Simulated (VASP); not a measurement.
# GaB3 (Fm-3m) in VASP: further runs

One crystal, GaB3, is run at these levels: PBE; tasks: single point, relaxation of cell and atoms.

Program: VASP 6.6.1. These are calculated values, not measurements. Logs are shortened: lines on timing, memory, paths and dates and some standing lists are left out, and cuts for length are marked.

## Step 1: The cell of the first run

The structure is cubic, space group Fm-3m (No. 225). Conventional cell: a = 5.302 Å, b = 5.302 Å, c = 5.302 Å, α = 90.00°, β = 90.00°, γ = 90.00°. Ga (site symmetry m-3m) is surrounded by 8 B at 2.30 Å. B (site symmetry m-3m) has 8 B at 2.30 Å as nearest neighbours. Around B (site symmetry -43m) lie 4 Ga at 2.30 Å and 4 B at 2.30 Å.

The cell was built by a generator and needn't be a form met in nature.

## Step 2: Single point, PBE (species swapped into the ScCu3 type (Fm-3m, No. 225))

Contents of INCAR:

```
SYSTEM = GaB3
  PREC = Accurate
  ENCUT = 520
  EDIFF = 1E-6
  ISMEAR = 0
  SIGMA = 0.1
  LREAL = .FALSE.
  LASPH = .TRUE.
  NELM = 80
  ALGO = Fast
  ISIF = 2
  LWAVE = .FALSE.
  LCHARG = .FALSE.
  GGA = PE
  NBANDS = 19
```

Contents of KPOINTS:

```
regular mesh
0
G
  6 6 6
  0 0 0
```

Contents of POSCAR:

```
GaB3
1.0
    0.0000000000      2.6510258905      2.6510258905
    2.6510258905      0.0000000000      2.6510258905
    2.6510258905      2.6510258905      0.0000000000
Ga B
1 3
Direct
    0.0000000000      0.0000000000      0.0000000000
    0.5000000000      0.5000000000      0.5000000000
    0.2500000000      0.2500000000      0.2500000000
    0.7500000000      0.7500000000      0.7500000000
```

Potentials or basis: VASP PAW PBE potentials, release 64 (Ga_d, B).

Run with:

```bash
cat potpaw_PBE.64/Ga_d/POTCAR potpaw_PBE.64/B/POTCAR > POTCAR
mpirun -np 1 vasp_std > vasp.out
```

OUTCAR:

```text
SYSTEM = GaB3
   PREC = Accurate
   ENCUT = 520
   EDIFF = 1E-6
   ISMEAR = 0
   LREAL = .FALSE.
   LASPH = .TRUE.
   NELM = 80
   ISIF = 2
   GGA = PE

 ion  position               nearest neighbor table
   1  0.000  0.000  0.000-   3 2.30   4 2.30   4 2.30   4 2.30   4 2.30   3 2.30   3 2.30   3 2.30

   2  0.500  0.500  0.500-
   3  0.250  0.250  0.250-   1 2.30   1 2.30   1 2.30   1 2.30
   4  0.750  0.750  0.750-   1 2.30   1 2.30   1 2.30   1 2.30

  LATTYP: Found a face centered cubic cell.
 ALAT       =     5.3020517810

  Lattice vectors:

 A1 = (   0.0000000000,   2.6510258905,   2.6510258905)
 A2 = (   2.6510258905,   0.0000000000,   2.6510258905)
 A3 = (   2.6510258905,   2.6510258905,   0.0000000000)

Analysis of symmetry for initial positions (statically):
=====================================================================
 Subroutine PRICEL returns:
 Original cell was already a primitive cell.

 Routine SETGRP: Setting up the symmetry group for a
 face centered cubic supercell.

 Subroutine GETGRP returns: Found 48 space group operations
 (whereof 48 operations were pure point group operations)
 out of a pool of 48 trial point group operations.

The static configuration has the point symmetry O_h .

Analysis of symmetry for dynamics (positions and initial velocities):
=====================================================================
 Subroutine PRICEL returns:
 Original cell was already a primitive cell.

 Routine SETGRP: Setting up the symmetry group for a
 face centered cubic supercell.

 Subroutine GETGRP returns: Found 48 space group operations
 (whereof 48 operations were pure point group operations)
 out of a pool of 48 trial point group operations.

The dynamic configuration has the point symmetry O_h .

 Subroutine INISYM returns: Found 48 space group operations
 (whereof 48 operations are pure point group operations),
 and found     1 'primitive' translations

----------------------------------------------------------------------------------------

                                     Primitive cell

  volume of cell :      37.2625

  direct lattice vectors                    reciprocal lattice vectors
     0.000000000  2.651025891  2.651025891    -0.188606230  0.188606230  0.188606230
     2.651025891  0.000000000  2.651025891     0.188606230 -0.188606230  0.188606230
     2.651025891  2.651025891  0.000000000     0.188606230  0.188606230 -0.188606230

  length of vectors
     3.749116769  3.749116769  3.749116769     0.326675574  0.326675574  0.326675574

  position of ions in fractional coordinates (direct lattice)
     0.000000000  0.000000000  0.000000000
     0.500000000  0.500000000  0.500000000
     0.250000000  0.250000000  0.250000000
     0.750000000  0.750000000  0.750000000

  ion indices of the primitive-cell ions
   primitive index   ion index
                 1           1
                 2           2
                 3           3
                 4           4

----------------------------------------------------------------------------------------

 KPOINTS: regular mesh

Automatic generation of k-mesh.
 Grid dimensions read from file:
 generate k-points for:    6    6    6

 Generating k-lattice:

  Cartesian coordinates                     Fractional coordinates (reciprocal lattice)
    -0.031434372  0.031434372  0.031434372     0.166666667  0.000000000  0.000000000
     0.031434372 -0.031434372  0.031434372     0.000000000  0.166666667  0.000000000
     0.031434372  0.031434372 -0.031434372     0.000000000  0.000000000  0.166666667

  Length of vectors
     0.054445929  0.054445929  0.054445929

  Shift w.r.t. Gamma in fractional coordinates (k-lattice)
     0.000000000  0.000000000  0.000000000

 Subroutine IBZKPT returns following result:
 ===========================================

 Found     16 irreducible k-points:

 Following reciprocal coordinates:
            Coordinates               Weight
  0.000000  0.000000  0.000000      1.000000
  0.166667  0.000000  0.000000      8.000000
  0.333333  0.000000  0.000000      8.000000
  0.500000  0.000000  0.000000      4.000000
  0.166667  0.166667  0.000000      6.000000
  0.333333  0.166667  0.000000     24.000000
[... 8 lines left out ...]
 -0.333333  0.333333  0.166667     24.000000
 -0.333333  0.500000  0.166667     12.000000
   k-points           NKPTS =     16   k-points in BZ     NKDIM =     16   number of bands    NBANDS=     19
   number of dos      NEDOS =    301   number of ions     NIONS =      4
   total plane-waves  NPLWV =  21952
   dimension x,y,z NGX =    28 NGY =   28 NGZ =   28
   dimension x,y,z NGXF=    56 NGYF=   56 NGZF=   56
   ions per type =               1   3
   NGX,Y,Z   is equivalent  to a cutoff of  12.42, 12.42, 12.42 a.u.
   NGXF,Y,Z  is equivalent  to a cutoff of  24.83, 24.83, 24.83 a.u.
 SYSTEM =  GaB3
   PREC   = accura    normal or accurate (medium, high low for compatibility)
   ISTART =      0    job   : 0-new  1-cont  2-samecut
   ICHARG =      2    charge: 1-file 2-atom 10-const
   ISPIN  =      1    spin polarized calculation?
   LNONCOLLINEAR =      F non collinear calculations
   LSORBIT =      F    spin-orbit coupling
   LASPH  =      T    aspherical Exc in radial PAW
   ENCUT  =  520.0 eV  38.22 Ry    6.18 a.u.   6.97  6.97  6.97*2*pi/ulx,y,z
   NELM   =     80;   NELMIN=  2; NELMDL= -5     # of ELM steps
   EDIFF  = 0.1E-05   stopping-criterion for ELM
   LREAL  =      F    real-space projection
   EDIFFG = 0.1E-04   stopping-criterion for IOM
   NSW    =      0    number of steps for IOM
   IBRION =     -1    ionic relax: 0-MD 1-quasi-New 2-CG
   NFREE  =      0    steps in history (QN), initial steepest desc. (CG)
   ISIF   =      2    stress and relaxation
   ISYM   =      2    0-nonsym 1-usesym 2-fastsym
   POTIM  = 0.5000    time-step for ionic-motion
   TEBEG  =    0.0;   TEEND  =   0.0 temperature during run
   PSTRESS=    0.0 pullay stress
   NELECT =      22.0000    total number of electrons
   NUPDOWN=      -1.0000    fix difference up-down
   EMIN   =  10.00;   EMAX   =-10.00  energy-range for DOS
   EFERMI =   0.00;   METHOD = LEGACY
   ISMEAR =     0;   SIGMA  =   0.10  broadening in eV -4-tet -1-fermi 0-gaus
   EFERMI_NEDOS =   21; number of points for ismear=-14 and -15
   IALGO  =     68    algorithm
   IMIX   =      4    mixing-type and parameters
     AMIX     =   0.40;   BMIX     =  1.00
     AMIX_MAG =   1.60;   BMIX_MAG =  1.00
  volume/ion in A,a.u.               =       9.32        62.86
  Fermi-wavevector in a.u.,A,eV,Ry     =   1.373383  2.595318 25.663059  1.886182
  Thomas-Fermi vector in A             =   2.498905
   LORBIT       =      0    0 simple, 1 ext, 2 COOP (PROOUT), +10 PAW based schemes
   GGA     = PE    functional components
   LHFCALC =     F    Hartree Fock is set to
   AEXX    =    0.0000 exact exchange contribution
   IVDW    =     0    specifies the selected vdW correction
   LEPSILON=     F    determine dielectric tensor
   LRPA    =     F    only Hartree local field effects (RPA)
 non-spin polarized calculation
 RMM-DIIS sequential band-by-band and
 Gauss-broadening in eV      SIGMA  =   0.10
  energy-cutoff  :      520.00
  volume of cell :       37.26
 maximum number of plane-waves:      1018
   NGX = 13   NGY = 13   NGZ = 13

 number of electron      21.9999987 magnetization

 Free energy of the ion-electron system (eV)
  ---------------------------------------------------
  ext. energy  EPLUGINS =         0.00000000
  ---------------------------------------------------
  free energy    TOTEN  =       -15.79834322 eV

  energy without entropy =      -15.78485084  energy(sigma->0) =      -15.79159703

 E-fermi :   7.4461     XC(G=0): -12.1883

 val. band max:        7.3591324084   @ k =   0.1667   0.0000   0.0000
 cond. band min:       7.4589638878   @ k =  -0.1667   0.1667   0.0000
 fundamental gap:      0.0998314794
 Fermi energy:         7.4460917663

 k-point     1 :       0.0000    0.0000    0.0000
  band No.  band energies     occupation
      1      -7.5464      2.00000
      2      -7.5464      2.00000
      3      -7.5464      2.00000
      4      -7.4098      2.00000
      5      -7.4098      2.00000
      6      -7.3300      2.00000
[... 11 lines left out ...]
     18      14.6783      0.00000
     19      16.6083      0.00000

 k-point     2 :       0.1667    0.0000    0.0000
  band No.  band energies     occupation
      1      -7.5595      2.00000
      2      -7.5330      2.00000
      3      -7.5330      2.00000
      4      -7.4142      2.00000
      5      -7.4142      2.00000
      6      -6.9242      2.00000
[... 11 lines left out ...]
     18      15.7232      0.00000
     19      18.1040      0.00000

 k-point     3 :       0.3333    0.0000    0.0000
  band No.  band energies     occupation
      1      -7.5924      2.00000
      2      -7.5171      2.00000
      3      -7.5171      2.00000
      4      -7.4116      2.00000
      5      -7.4116      2.00000
      6      -5.7003      2.00000
[... 11 lines left out ...]
     18      15.9618      0.00000
     19      18.3150      0.00000

 k-point     4 :       0.5000    0.0000    0.0000
  band No.  band energies     occupation
      1      -7.6091      2.00000
      2      -7.5162      2.00000
      3      -7.5162      2.00000
      4      -7.4031      2.00000
      5      -7.4031      2.00000
      6      -3.7250      2.00000
[... 11 lines left out ...]
     18      16.3184      0.00000
     19      16.6576      0.00000

 k-point     5 :       0.1667    0.1667    0.0000
  band No.  band energies     occupation
      1      -7.5639      2.00000
      2      -7.5212      2.00000
      3      -7.5212      2.00000
      4      -7.4444      2.00000
      5      -7.4022      2.00000
      6      -6.7870      2.00000
[... 11 lines left out ...]
     18      15.4134      0.00000
     19      17.1482      0.00000

 k-point     6 :       0.3333    0.1667    0.0000
  band No.  band energies     occupation
      1      -7.5766      2.00000
      2      -7.5094      2.00000
      3      -7.4988      2.00000
      4      -7.4638      2.00000
      5      -7.3975      2.00000
      6      -5.8363      2.00000
[... 11 lines left out ...]
     18      15.9691      0.00000
     19      18.0462      0.00000

 k-point     7 :       0.5000    0.1667    0.0000
  band No.  band energies     occupation
      1      -7.5846      2.00000
      2      -7.5184      2.00000
      3      -7.4930      2.00000
      4      -7.4452      2.00000
      5      -7.4006      2.00000
      6      -4.0823      2.00000
[... 11 lines left out ...]
     18      16.4085      0.00000
     19      16.9530      0.00000

 k-point     8 :      -0.3333    0.1667    0.0000
  band No.  band energies     occupation
      1      -7.5731      2.00000
      2      -7.5266      2.00000
      3      -7.4945      2.00000
      4      -7.4265      2.00000
      5      -7.4235      2.00000
      6      -4.7562      2.00000
[... 80 lines left out ...]
 k-point    12 :      -0.3333    0.3333    0.0000
  band No.  band energies     occupation
      1      -7.5700      2.00000
      2      -7.5065      2.00000
      3      -7.4816      2.00000
      4      -7.4566      2.00000
      5      -7.4176      2.00000
      6      -3.0316      2.00000
[... 11 lines left out ...]
     18      16.3631      0.00000
     19      19.2251      0.00000

 k-point    13 :       0.5000    0.5000    0.0000
  band No.  band energies     occupation
      1      -7.6169      2.00000
      2      -7.5553      2.00000
      3      -7.4323      2.00000
      4      -7.4323      2.00000
      5      -7.3795      2.00000
      6      -2.6057      2.00000
[... 11 lines left out ...]
     18      16.2092      0.00000
     19      20.0756      0.00000

 k-point    14 :       0.5000    0.3333    0.1667
  band No.  band energies     occupation
      1      -7.5696      2.00000
      2      -7.5152      2.00000
      3      -7.4843      2.00000
      4      -7.4644      2.00000
      5      -7.4035      2.00000
      6      -4.6232      2.00000
[... 11 lines left out ...]
     18      15.5132      0.00000
     19      18.9785      0.00000

 k-point    15 :      -0.3333    0.3333    0.1667
  band No.  band energies     occupation
      1      -7.5521      2.00000
      2      -7.5341      2.00000
      3      -7.4802      2.00000
      4      -7.4538      2.00000
      5      -7.4123      2.00000
      6      -2.6308      2.00000
[... 11 lines left out ...]
     18      16.5614      0.00000
     19      18.5546      0.00000

 k-point    16 :      -0.3333    0.5000    0.1667
  band No.  band energies     occupation
      1      -7.5793      2.00000
      2      -7.5218      2.00000
      3      -7.4881      2.00000
      4      -7.4322      2.00000
      5      -7.4027      2.00000
      6      -2.0440      2.00000
[... 11 lines left out ...]
     18      16.8944      0.00000
     19      19.1727      0.00000

------------------------ aborting loop because EDIFF is reached ----------------------------------------

  FORCE on cell =-STRESS in cart. coord.  units (eV):
  Direction    XX          YY          ZZ          XY          YZ          ZX
  --------------------------------------------------------------------------------------
  -------------------------------------------------------------------------------------
  Total       -0.0056769     -0.0056769     -0.0056769      0.0000000     -0.0000000      0.0000000
  in kB       -0.2440907     -0.2440907     -0.2440907      0.0000000     -0.0000000      0.0000000
  external PRESSURE =      -0.2440907 kB  Pullay stress =       0.0000000 kB

 VOLUME and BASIS-vectors are now :
 -----------------------------------------------------------------------------
  energy-cutoff  :      520.00
  volume of cell :       37.26
      direct lattice vectors                 reciprocal lattice vectors
     0.000000000  2.651025891  2.651025891    -0.188606230  0.188606230  0.188606230
     2.651025891  0.000000000  2.651025891     0.188606230 -0.188606230  0.188606230
     2.651025891  2.651025891  0.000000000     0.188606230  0.188606230 -0.188606230

 POSITION                                       TOTAL-FORCE (eV/Angst)
 -----------------------------------------------------------------------------------
      0.00000      0.00000      0.00000         0.000000     -0.000000     -0.000000
      2.65103      2.65103      2.65103         0.000000     -0.000000     -0.000000
      1.32551      1.32551      1.32551         0.000000      0.000000      0.000000
      3.97654      3.97654      3.97654        -0.000000      0.000000     -0.000000
 -----------------------------------------------------------------------------------
    total drift:                               -0.000000     -0.000000      0.000000

  FREE ENERGIE OF THE ION-ELECTRON SYSTEM (eV)
  ---------------------------------------------------
  free  energy   TOTEN  =       -15.7983432197 eV

  energy  without entropy=      -15.7848508438  energy(sigma->0) =      -15.79159703
```

Wall time 19 s (1 thread of Intel Xeon Platinum 8488C (Sapphire Rapids), shared host); peak memory 0.15 GiB.

Results:

```
Free energy            : -15.7983 eV
Pressure               : 0.0 GPa
Band gap on the k mesh : none (metal or under the smearing width)
```

(Part 1 of 2 ends here.)
